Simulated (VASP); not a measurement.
# How SCF threshold and smearing change a VASP run on Cu (Copper), part 2 of 3

Aim: find what the SCF threshold and smearing change for Cu (Copper), and what they cost. The series runs use LDA. The start is a cell from a database of measured crystal structures.

VASP 6.6.1; LDA; plane waves and PAW (Cu).

Still holding for the runs below: This run has no spin polarisation. Its electron count is odd, so without a moment it is a metal by construction. The k-mesh is coarse for a metal.

So far. Step 7 (SCF threshold: EDIFF = 1E-08): Against the run before the energy stays within 0.01 meV an atom; the pressure moves by +0.01 GPa, after 12 cycles in 6.4 s.

## Step 9: Smearing: ISMEAR = 0, SIGMA = 0.01

This step: LDA; plane waves and PAW (Cu) (VASP 6.6.1).

Smearing steadies the sum over the Fermi surface at the price of an entropy term.

INCAR reads:

```
SYSTEM = Cu
PREC = Accurate
ENCUT = 400
EDIFF = 1E-06
NELM = 100
ISMEAR = 0
SIGMA = 0.01
LREAL = .FALSE.
ALGO = Normal
GGA = CA
NBANDS = 11
LORBIT = 11
LWAVE = .FALSE.
LCHARG = .FALSE.
KPAR = 2
ISIF = 2
```

POSCAR reads:

```
Cu
1.0
    0.0000000000      1.8075000000      1.8075000000
    1.8075000000      0.0000000000      1.8075000000
    1.8075000000      1.8075000000      0.0000000000
Cu
1
Direct
    0.0000000000      0.0000000000      0.0000000000
```

KPOINTS reads:

```
Automatic mesh
0
Gamma
11 11 11
0 0 0
```

PAW data sets: Cu (PBE family, release 64).

Started as:

```
mpirun -np 2 vasp_std
```

The program printed:

```text
[... set-up lines as in an earlier step ...]
 entering main loop
       N       E                     dE             d eps       ncg     rms          rms(c)
DAV:   1     0.333523231757E+02    0.33352E+02   -0.46931E+03  1378   0.136E+03
DAV:   2    -0.509633722474E+01   -0.38449E+02   -0.35630E+02  1259   0.179E+02
DAV:   3    -0.588812600417E+01   -0.79179E+00   -0.78891E+00  1402   0.323E+01
DAV:   4    -0.589290456752E+01   -0.47786E-02   -0.47781E-02  1373   0.214E+00
DAV:   5    -0.589295157827E+01   -0.47011E-04   -0.47010E-04  1432   0.223E-01    0.874E+00
DAV:   6    -0.522877910921E+01    0.66417E+00   -0.20636E+01  1409   0.910E+01    0.469E+00
DAV:   7    -0.471656173764E+01    0.51222E+00   -0.31832E+00  1418   0.357E+01    0.477E-01
DAV:   8    -0.470554369616E+01    0.11018E-01   -0.10348E-02  1474   0.206E+00    0.377E-01
DAV:   9    -0.470290315718E+01    0.26405E-02   -0.14162E-02  1430   0.212E+00    0.160E-02
DAV:  10    -0.470291237117E+01   -0.92140E-05   -0.37198E-05  1664   0.931E-02    0.505E-03
DAV:  11    -0.470291481080E+01   -0.24396E-05   -0.70612E-07   897   0.974E-03    0.621E-04
DAV:  12    -0.470291481308E+01   -0.22849E-08   -0.73233E-08   715   0.401E-03
   1 F= -.47029148E+01 E0= -.47029084E+01  d E =-.127815E-04
```

It took 6 s on 2 MPI ranks of AMD EPYC 7R43, shared host; peak memory 0.16 GiB; 11 s of CPU time.

Parts of OUTCAR (step 9):

```text
   NELECT =      11.0000    total number of electrons

 E-fermi :   7.3251

 k-point     1 :       0.0000    0.0000    0.0000
  band No.  band energies     occupation
    ...
      2       4.0946      2.00000
      3       4.0946      2.00000
      4       4.0946      2.00000
      5       4.9334      2.00000
      6       4.9334      2.00000
      7      29.8659      0.00000
      8      32.3108      0.00000
      9      32.3108      0.00000
     10      32.3108      0.00000
     11      34.8412      0.00000

  Total       -0.9285745     -0.9285745     -0.9285745      0.0000000     -0.0000000      0.0000000
  in kB     -125.9686350   -125.9686350   -125.9686350      0.0000000     -0.0000000      0.0000000
  external PRESSURE =    -125.9686350 kB  Pullay stress =       0.0000000 kB

 POSITION                                       TOTAL-FORCE (eV/Angst)
 -----------------------------------------------------------------------------------
      0.00000      0.00000      0.00000         0.000000      0.000000     -0.000000
 -----------------------------------------------------------------------------------
    total drift:                                0.000000     -0.000000      0.000000

  FREE ENERGIE OF THE ION-ELECTRON SYSTEM (eV)
  ---------------------------------------------------
  free  energy   TOTEN  =        -4.7029148131 eV

  energy  without entropy=       -4.7029020316  energy(sigma->0) =       -4.70290842

[... 8 parts as in an earlier step ...]

[... 9 further parts left out ...]
```

Numbers from this step:

| Item | Value |
| --- | --- |
| Fermi energy | 7.325 eV |
| pressure | -12.60 GPa |

The series starts at -4.7029 eV an atom and -12.60 GPa, after 12 cycles in 6 s. The entropy term T·S comes to 0.01 meV an atom in size.

## Step 10: Smearing: ISMEAR = 0, SIGMA = 0.05

Edit INCAR of step 9 so:

```diff
@@ -6,3 +6,3 @@
 ISMEAR = 0
-SIGMA = 0.01
+SIGMA = 0.05
 LREAL = .FALSE.
```

POSCAR is that of step 9.

KPOINTS is that of step 9.

Started as:

```
mpirun -np 2 vasp_std
```

The program printed:

```text
[... set-up lines as in an earlier step ...]
 entering main loop
       N       E                     dE             d eps       ncg     rms          rms(c)
DAV:   1     0.333512946809E+02    0.33351E+02   -0.46931E+03  1378   0.136E+03
DAV:   2    -0.509671341706E+01   -0.38448E+02   -0.35637E+02  1259   0.179E+02
DAV:   3    -0.588847126602E+01   -0.79176E+00   -0.78887E+00  1402   0.323E+01
DAV:   4    -0.589324906819E+01   -0.47778E-02   -0.47773E-02  1373   0.214E+00
[...]
DAV:  10    -0.470296351368E+01   -0.91598E-05   -0.38678E-05  1695   0.959E-02    0.497E-03
DAV:  11    -0.470296593705E+01   -0.24234E-05   -0.74334E-07   888   0.962E-03    0.642E-04
DAV:  12    -0.470296593862E+01   -0.15650E-08   -0.75554E-08   709   0.432E-03
   1 F= -.47029659E+01 E0= -.47029340E+01  d E =-.639213E-04
```

Run time: 5.8 s. Hardware: 2 MPI ranks; peak memory 0.16 GiB; 10 s of CPU time.

OUTCAR, selected parts (step 10):

```text
  Total       -0.9287863     -0.9287863     -0.9287863     -0.0000000     -0.0000000      0.0000000
  in kB     -125.9973732   -125.9973732   -125.9973732     -0.0000000     -0.0000000      0.0000000
  external PRESSURE =    -125.9973732 kB  Pullay stress =       0.0000000 kB

 POSITION                                       TOTAL-FORCE (eV/Angst)
 -----------------------------------------------------------------------------------
      0.00000      0.00000      0.00000        -0.000000     -0.000000     -0.000000
 -----------------------------------------------------------------------------------
    total drift:                                0.000000     -0.000000      0.000000

  FREE ENERGIE OF THE ION-ELECTRON SYSTEM (eV)
  ---------------------------------------------------
  free  energy   TOTEN  =        -4.7029659386 eV

  energy  without entropy=       -4.7029020173  energy(sigma->0) =       -4.70293398

[... 2 parts as in an earlier step ...]

[... 1 further part left out ...]
[key lines of the parts left out:]
E-fermi :   7.2675
```

Against the run before the energy at zero width moves by -0.03 meV an atom while the pressure stays within 0.01 GPa, after 12 cycles in 5.8 s. The entropy term T·S comes to 0.06 meV an atom in size.

## Step 11: Smearing: ISMEAR = 0, SIGMA = 0.1

Edit INCAR of step 10 so:

```diff
@@ -6,3 +6,3 @@
 ISMEAR = 0
-SIGMA = 0.05
+SIGMA = 0.1
 LREAL = .FALSE.
```

POSCAR is that of step 10.

KPOINTS is that of step 10.

Started as:

```
mpirun -np 2 vasp_std
```

The program printed:

```text
[... set-up lines as in an earlier step ...]
 entering main loop
       N       E                     dE             d eps       ncg     rms          rms(c)
DAV:   1     0.333494157320E+02    0.33349E+02   -0.46931E+03  1378   0.136E+03
DAV:   2    -0.509749914646E+01   -0.38447E+02   -0.35628E+02  1259   0.179E+02
DAV:   3    -0.588914199433E+01   -0.79164E+00   -0.78872E+00  1402   0.323E+01
DAV:   4    -0.589391892507E+01   -0.47769E-02   -0.47764E-02  1373   0.214E+00
[...]
DAV:  10    -0.470310638830E+01   -0.88655E-05   -0.41297E-05  1744   0.103E-01    0.482E-03
DAV:  11    -0.470310876105E+01   -0.23727E-05   -0.83133E-07   879   0.965E-03    0.675E-04
DAV:  12    -0.470310876099E+01    0.56389E-10   -0.72796E-08   709   0.464E-03
   1 F= -.47031088E+01 E0= -.47027864E+01  d E =-.644764E-03
```

It took 4.6 s on 2 MPI ranks; peak memory 0.17 GiB; 8 s of CPU time.

Parts of OUTCAR (step 11):

```text
  Total       -0.9286288     -0.9286288     -0.9286288      0.0000000      0.0000000      0.0000000
  in kB     -125.9760022   -125.9760022   -125.9760022      0.0000000      0.0000000      0.0000000
  external PRESSURE =    -125.9760022 kB  Pullay stress =       0.0000000 kB

  FREE ENERGIE OF THE ION-ELECTRON SYSTEM (eV)
  ---------------------------------------------------
  free  energy   TOTEN  =        -4.7031087610 eV

  energy  without entropy=       -4.7024639970  energy(sigma->0) =       -4.70278638

[... 3 parts as in an earlier step ...]

[... 1 further part left out ...]
[key lines of the parts left out:]
E-fermi :   7.2355
```

Against the run before the energy at zero width moves by +0.15 meV an atom while the pressure stays within 0.01 GPa, after 12 cycles in 4.6 s. The entropy term T·S comes to 0.64 meV an atom in size.

## Step 12: Smearing: ISMEAR = 0, SIGMA = 0.2

Edit INCAR of step 11 so:

```diff
@@ -6,3 +6,3 @@
 ISMEAR = 0
-SIGMA = 0.1
+SIGMA = 0.2
 LREAL = .FALSE.
```

POSCAR is that of step 11.

KPOINTS is that of step 11.

Started as:

```
mpirun -np 2 vasp_std
```

The program printed:

```text
[... set-up lines as in an earlier step ...]
 entering main loop
       N       E                     dE             d eps       ncg     rms          rms(c)
DAV:   1     0.333440269210E+02    0.33344E+02   -0.46931E+03  1378   0.136E+03
DAV:   2    -0.510036514269E+01   -0.38444E+02   -0.35613E+02  1259   0.179E+02
DAV:   3    -0.589206657836E+01   -0.79170E+00   -0.78873E+00  1402   0.323E+01
DAV:   4    -0.589684455493E+01   -0.47780E-02   -0.47775E-02  1373   0.214E+00
[...]
DAV:  10    -0.470455786976E+01   -0.86090E-05   -0.43747E-05  1783   0.109E-01    0.462E-03
DAV:  11    -0.470456010977E+01   -0.22400E-05   -0.97733E-07   876   0.102E-02    0.671E-04
DAV:  12    -0.470456011153E+01   -0.17606E-08   -0.78702E-08   706   0.482E-03
   1 F= -.47045601E+01 E0= -.47024085E+01  d E =-.430313E-02
```

Run time: 6 s. Hardware: 2 MPI ranks; peak memory 0.16 GiB; 11 s of CPU time.

From OUTCAR (step 12):

```text
  Total       -0.9263758     -0.9263758     -0.9263758      0.0000000     -0.0000000      0.0000000
  in kB     -125.6703633   -125.6703633   -125.6703633      0.0000000     -0.0000000      0.0000000
  external PRESSURE =    -125.6703633 kB  Pullay stress =       0.0000000 kB

  FREE ENERGIE OF THE ION-ELECTRON SYSTEM (eV)
  ---------------------------------------------------
  free  energy   TOTEN  =        -4.7045601115 eV

  energy  without entropy=       -4.7002569807  energy(sigma->0) =       -4.70240855

[... 3 parts as in an earlier step ...]

[... 1 further part left out ...]
[key lines of the parts left out:]
E-fermi :   7.2511
```

Against the run before the energy at zero width moves by +0.38 meV an atom and the pressure by +0.03 GPa, after 12 cycles in 6 s. The entropy term T·S comes to 4.30 meV an atom in size.

## Step 13: Smearing: ISMEAR = 0, SIGMA = 0.5

Edit INCAR of step 12 so:

```diff
@@ -6,3 +6,3 @@
 ISMEAR = 0
-SIGMA = 0.2
+SIGMA = 0.5
 LREAL = .FALSE.
```

POSCAR is that of step 12.

KPOINTS is that of step 12.

Started as:

```
mpirun -np 2 vasp_std
```

The program printed:

```text
[... set-up lines as in an earlier step ...]
 entering main loop
       N       E                     dE             d eps       ncg     rms          rms(c)
DAV:   1     0.333101822813E+02    0.33310E+02   -0.46931E+03  1378   0.136E+03
DAV:   2    -0.512330357950E+01   -0.38433E+02   -0.35564E+02  1259   0.179E+02
DAV:   3    -0.591415089570E+01   -0.79085E+00   -0.78723E+00  1402   0.323E+01
DAV:   4    -0.591892651999E+01   -0.47756E-02   -0.47751E-02  1373   0.214E+00
[...]
DAV:  10    -0.471772242613E+01   -0.71251E-05   -0.63174E-05  1811   0.139E-01    0.464E-03
DAV:  11    -0.471772455313E+01   -0.21270E-05   -0.15725E-06   905   0.132E-02    0.805E-04
DAV:  12    -0.471772455630E+01   -0.31714E-08   -0.12461E-07   709   0.641E-03
   1 F= -.47177246E+01 E0= -.47009058E+01  d E =-.336375E-01
```

Elapsed: 5.8 s, on 2 MPI ranks; peak memory 0.16 GiB; 10 s of CPU time.

From OUTCAR (step 13):

```text
  Total       -0.9068388     -0.9068388     -0.9068388      0.0000000      0.0000000      0.0000000
  in kB     -123.0200142   -123.0200142   -123.0200142      0.0000000      0.0000000      0.0000000
  external PRESSURE =    -123.0200142 kB  Pullay stress =       0.0000000 kB

  FREE ENERGIE OF THE ION-ELECTRON SYSTEM (eV)
  ---------------------------------------------------
  free  energy   TOTEN  =        -4.7177245563 eV

  energy  without entropy=       -4.6840870920  energy(sigma->0) =       -4.70090582

[... 3 parts as in an earlier step ...]

[... 1 further part left out ...]
[key lines of the parts left out:]
E-fermi :   7.2166
```

Against the run before the energy at zero width moves by +1.50 meV an atom and the pressure by +0.27 GPa, after 12 cycles in 5.8 s. The entropy term T·S comes to 33.64 meV an atom in size.

## Step 14: Smearing: ISMEAR = 1, SIGMA = 0.01

Edit INCAR of step 13 so:

```diff
@@ -5,4 +5,4 @@
 NELM = 100
-ISMEAR = 0
-SIGMA = 0.5
+ISMEAR = 1
+SIGMA = 0.01
 LREAL = .FALSE.
```

POSCAR is that of step 13.

KPOINTS is that of step 13.

Started as:

```
mpirun -np 2 vasp_std
```

The program printed:

```text
[... set-up lines as in an earlier step ...]
 entering main loop
       N       E                     dE             d eps       ncg     rms          rms(c)
DAV:   1     0.333524261806E+02    0.33352E+02   -0.46931E+03  1378   0.136E+03
DAV:   2    -0.509629059352E+01   -0.38449E+02   -0.35629E+02  1259   0.179E+02
DAV:   3    -0.588808345234E+01   -0.79179E+00   -0.78892E+00  1402   0.323E+01
DAV:   4    -0.589286202016E+01   -0.47786E-02   -0.47781E-02  1373   0.214E+00
[...]
DAV:  10    -0.470289513917E+01   -0.92143E-05   -0.37197E-05  1664   0.931E-02    0.505E-03
DAV:  11    -0.470289757896E+01   -0.24398E-05   -0.70605E-07   897   0.974E-03    0.621E-04
DAV:  12    -0.470289758111E+01   -0.21512E-08   -0.73228E-08   715   0.401E-03
   1 F= -.47028976E+01 E0= -.47028991E+01  d E =0.445046E-05
```

Wall time 5.8 s (2 MPI ranks); peak memory 0.16 GiB.

From OUTCAR (step 14):

```text
  Total       -0.9285743     -0.9285743     -0.9285743     -0.0000000     -0.0000000      0.0000000
  in kB     -125.9686048   -125.9686048   -125.9686048     -0.0000000     -0.0000000      0.0000000
  external PRESSURE =    -125.9686048 kB  Pullay stress =       0.0000000 kB

  FREE ENERGIE OF THE ION-ELECTRON SYSTEM (eV)
  ---------------------------------------------------
  free  energy   TOTEN  =        -4.7028975811 eV

  energy  without entropy=       -4.7029020316  energy(sigma->0) =       -4.70289906

[... 3 parts as in an earlier step ...]

[... 1 further part left out ...]
[key lines of the parts left out:]
E-fermi :   7.3319
```

Against the first of the series the energy at zero width moves by +0.01 meV an atom while the pressure stays within 0.01 GPa, after 12 cycles in 5.8 s. The entropy term T·S comes to 0.00 meV an atom in size.

## Step 15: Smearing: ISMEAR = 1, SIGMA = 0.05

Edit INCAR of step 14 so:

```diff
@@ -6,3 +6,3 @@
 ISMEAR = 1
-SIGMA = 0.01
+SIGMA = 0.05
 LREAL = .FALSE.
```

POSCAR is that of step 14.

KPOINTS is that of step 14.

Started as:

```
mpirun -np 2 vasp_std
```

The program printed:

```text
[... set-up lines as in an earlier step ...]
 entering main loop
       N       E                     dE             d eps       ncg     rms          rms(c)
DAV:   1     0.333520856901E+02    0.33352E+02   -0.46931E+03  1378   0.136E+03
DAV:   2    -0.509638931924E+01   -0.38448E+02   -0.35640E+02  1259   0.179E+02
DAV:   3    -0.588816782887E+01   -0.79178E+00   -0.78889E+00  1402   0.323E+01
DAV:   4    -0.589294628095E+01   -0.47785E-02   -0.47780E-02  1373   0.214E+00
[...]
DAV:  10    -0.470294565248E+01   -0.90842E-05   -0.40549E-05  1736   0.101E-01    0.474E-03
DAV:  11    -0.470294797257E+01   -0.23201E-05   -0.10103E-06   879   0.103E-02    0.849E-04
DAV:  12    -0.470294797066E+01    0.19122E-08   -0.95864E-08   706   0.559E-03
   1 F= -.47029480E+01 E0= -.47029940E+01  d E =0.138063E-03
```

Run time: 3.6 s. Hardware: 2 MPI ranks; peak memory 0.15 GiB.

Parts of OUTCAR (step 15):

```text
  Total       -0.9297605     -0.9297605     -0.9297605      0.0000000      0.0000000      0.0000000
  in kB     -126.1295273   -126.1295273   -126.1295273      0.0000000      0.0000000      0.0000000
  external PRESSURE =    -126.1295273 kB  Pullay stress =       0.0000000 kB

  FREE ENERGIE OF THE ION-ELECTRON SYSTEM (eV)
  ---------------------------------------------------
  free  energy   TOTEN  =        -4.7029479707 eV

  energy  without entropy=       -4.7030860333  energy(sigma->0) =       -4.70299399

[... 3 parts as in an earlier step ...]

[... 1 further part left out ...]
[key lines of the parts left out:]
E-fermi :   7.1422
```

Against the run before the energy at zero width moves by -0.09 meV an atom and the pressure by -0.02 GPa, after 12 cycles in 3.6 s. The entropy term T·S comes to 0.14 meV an atom in size.

## Step 16: Smearing: ISMEAR = 1, SIGMA = 0.1

Edit INCAR of step 15 so:

```diff
@@ -6,3 +6,3 @@
 ISMEAR = 1
-SIGMA = 0.05
+SIGMA = 0.1
 LREAL = .FALSE.
```

POSCAR is that of step 15.

KPOINTS is that of step 15.

Started as:

```
mpirun -np 2 vasp_std
```

The program printed:

```text
[... set-up lines as in an earlier step ...]
 entering main loop
       N       E                     dE             d eps       ncg     rms          rms(c)
DAV:   1     0.333515376582E+02    0.33352E+02   -0.46931E+03  1378   0.136E+03
DAV:   2    -0.509642963543E+01   -0.38448E+02   -0.35636E+02  1259   0.179E+02
DAV:   3    -0.588811284642E+01   -0.79168E+00   -0.78882E+00  1402   0.323E+01
DAV:   4    -0.589288947558E+01   -0.47766E-02   -0.47761E-02  1373   0.214E+00
[...]
DAV:  10    -0.470276768832E+01   -0.90878E-05   -0.40566E-05  1736   0.999E-02    0.483E-03
DAV:  11    -0.470277004857E+01   -0.23603E-05   -0.87511E-07   879   0.980E-03    0.702E-04
DAV:  12    -0.470277005048E+01   -0.19011E-08   -0.76697E-08   706   0.481E-03
   1 F= -.47027701E+01 E0= -.47029663E+01  d E =0.588770E-03
```

Elapsed: 5.6 s, on 2 MPI ranks; peak memory 0.16 GiB.

OUTCAR, selected parts (step 16):

```text
  Total       -0.9294802     -0.9294802     -0.9294802      0.0000000      0.0000000     -0.0000000
  in kB     -126.0915063   -126.0915063   -126.0915063      0.0000000      0.0000000     -0.0000000
  external PRESSURE =    -126.0915063 kB  Pullay stress =       0.0000000 kB

  FREE ENERGIE OF THE ION-ELECTRON SYSTEM (eV)
  ---------------------------------------------------
  free  energy   TOTEN  =        -4.7027700505 eV

  energy  without entropy=       -4.7033588204  energy(sigma->0) =       -4.70296631

[... 3 parts as in an earlier step ...]

[... 1 further part left out ...]
[key lines of the parts left out:]
E-fermi :   7.1985
```

Against the run before the energy at zero width moves by +0.03 meV an atom while the pressure stays within 0.01 GPa, after 12 cycles in 5.6 s. The entropy term T·S comes to 0.59 meV an atom in size.

## Step 17: Smearing: ISMEAR = 1, SIGMA = 0.2

Edit INCAR of step 16 so:

```diff
@@ -6,3 +6,3 @@
 ISMEAR = 1
-SIGMA = 0.1
+SIGMA = 0.2
 LREAL = .FALSE.
```

POSCAR is that of step 16.

KPOINTS is that of step 16.

Started as:

```
mpirun -np 2 vasp_std
```

The program printed:

```text
[... set-up lines as in an earlier step ...]
 entering main loop
       N       E                     dE             d eps       ncg     rms          rms(c)
DAV:   1     0.333507785284E+02    0.33351E+02   -0.46931E+03  1378   0.136E+03
DAV:   2    -0.509622974370E+01   -0.38447E+02   -0.35630E+02  1259   0.179E+02
DAV:   3    -0.588749671989E+01   -0.79127E+00   -0.78840E+00  1402   0.323E+01
DAV:   4    -0.589227031194E+01   -0.47736E-02   -0.47731E-02  1373   0.214E+00
[...]
DAV:  10    -0.470239340024E+01   -0.87640E-05   -0.41528E-05  1764   0.105E-01    0.468E-03
DAV:  11    -0.470239567112E+01   -0.22709E-05   -0.88062E-07   873   0.981E-03    0.642E-04
DAV:  12    -0.470239567386E+01   -0.27339E-08   -0.72312E-08   706   0.458E-03
   1 F= -.47023957E+01 E0= -.47025390E+01  d E =0.430116E-03
```

Run time: 5.2 s. Hardware: 2 MPI ranks; peak memory 0.16 GiB.

From OUTCAR (step 17):

```text
  Total       -0.9301782     -0.9301782     -0.9301782      0.0000000      0.0000000      0.0000000
  in kB     -126.1861932   -126.1861932   -126.1861932      0.0000000      0.0000000      0.0000000
  external PRESSURE =    -126.1861932 kB  Pullay stress =       0.0000000 kB

  FREE ENERGIE OF THE ION-ELECTRON SYSTEM (eV)
  ---------------------------------------------------
  free  energy   TOTEN  =        -4.7023956739 eV

  energy  without entropy=       -4.7028257895  energy(sigma->0) =       -4.70253905

[... 3 parts as in an earlier step ...]

[... 1 further part left out ...]
[key lines of the parts left out:]
E-fermi :   7.2397
```

Against the run before the energy at zero width moves by +0.43 meV an atom and the pressure by -0.01 GPa, after 12 cycles in 5.2 s. The entropy term T·S comes to 0.43 meV an atom in size.

(Continued in part 3 of 3.)

[Lines on the potential files, build, host, timing and source positions are cut from VASP's logs without a mark.]

[Logs are printed without paths, hosts, clocks, repeated set-up lines and the standing remarks that a program may print on its own settings, such as how far it seeks lower states.]

[Hosts, paths, dates, database ids (printed as entryN), source tags and the programs' standing remarks are cut or masked in the printed files.]

[A measured line is paired with the nearest computed mode of its activity, which favours agreement.]
